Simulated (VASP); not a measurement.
The input files of a VASP run:

KPOINTS:
```
Regular mesh
0
gamma
6 6 6
```

### INCAR
```
! general
SYSTEM   =  BAs
PREC     =  Accurate
ENCUT    =  400   ! plane-wave cut-off (eV)
LREAL    =  .FALSE.   ! projection in real space or not
LASPH    =  .TRUE.

! electronic loop
EDIFF    =  1E-6
NELM     =  100
ALGO     =  Normal   ! blocked Davidson
LMAXMIX  =  4   ! l cut-off of mixed one-centre charges

! smearing
ISMEAR   =  0   ! Gaussian
SIGMA    =  0.01

! functional
GGA      =  PE   ! PBE

! ions
ISIF     =  2   ! forces and stress, cell fixed

! output
LWAVE    =  .FALSE.
LCHARG   =  .FALSE.
```

**POSCAR**
```
BAs
1
    0.0000000000     2.3980590000     2.3980590000
    2.3980590000     0.0000000000     2.3980590000
    2.3980590000     2.3980590000     0.0000000000
B As
1 1
Direct
  0.2500000000   0.2500000000   0.2500000000
  0.0000000000   0.0000000000   0.0000000000
```

POTCAR, in this order: B As (PBE.64 set). Program: vasp_std.

Problem. Translate this PBE calculation to Ansatz.

Solution. One equivalent input (not run):
Ansatz 0.2 input:
```yaml
crystal:
  lattice:
    - [0.0000000, 2.3980590, 2.3980590]
    - [2.3980590, 0.0000000, 2.3980590]
    - [2.3980590, 2.3980590, 0.0000000]
  atoms:
    - { symbol: B, position: [0.2500000, 0.2500000, 0.2500000] }
    - { symbol: As, position: [0.0000000, 0.0000000, 0.0000000] }
kpoints:
  mp_grid: { grid: [6, 6, 6] }
hamiltonian:
  xc: pbe
  pseudopotentials: { kind: paw }
scf:
  occupations: { method: gaussian, width: 0.01 }
  max_iter: 100
output: { forces: true, stress: true, eigenvalues: true }
```
Limits of the translation: each code has its own PAW files, so the cut-off isn't converted (ENCUT is set for VASP's; basis.ecutwfc is left out, and Ansatz then takes the one that its files recommend); Ansatz stops its SCF on the density residual and VASP on the energy change (EDIFF).

The structure comes from a computed database's BAs entry; how it stands against other phases isn't given here. The cell was not relaxed at this level.
